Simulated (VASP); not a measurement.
These are revPBE GGA, VASP's PBE PAW potentials (set 64) (plane waves; VASP) values and carry that method's errors.

The input files of a VASP run:

### POSCAR
```
CsCl
1
    4.2972622814     0.0000000000     0.0000000000
    0.0000000000     4.2972622814     0.0000000000
    0.0000000000     0.0000000000     4.2972622814
Cs Cl
1 1
Direct
  0.0000000000   0.0000000000   0.0000000000
  0.5000000000   0.5000000000   0.5000000000
```

**INCAR**
```
SYSTEM = CsCl
PREC = Accurate
ENCUT = 520
EDIFF = 1E-7
NELM = 100
ALGO = Normal
LREAL = .FALSE.
LASPH = .TRUE.
ISMEAR = 0
SIGMA = 0.05
GGA = RE
LMAXMIX = 4
LWAVE = .FALSE.
LCHARG = .FALSE.
ISIF = 2
```

KPOINTS:
```
Automatic mesh
0
Gamma
6 6 6
0 0 0
```

POTCAR, in this order: Cs_sv Cl (PBE.64 set). Program: vasp_std.

Q: What will the output report for the number of irreducible k-points (NKPTS), largest plane-wave count, number of space-group operations, FFT grid (NGX, NGY, NGZ)?

A: 
| Item | Result |
|---|---|
| number of irreducible k-points (NKPTS) | 20 |
| largest plane-wave count | 2176 |
| number of space-group operations | 48 |
| FFT grid (NGX, NGY, NGZ) | 32 × 32 × 32 |

The compound is CsCl in the CsCl type structure. This cell is one point of a volume scan, at 0.97 of the reference volume.
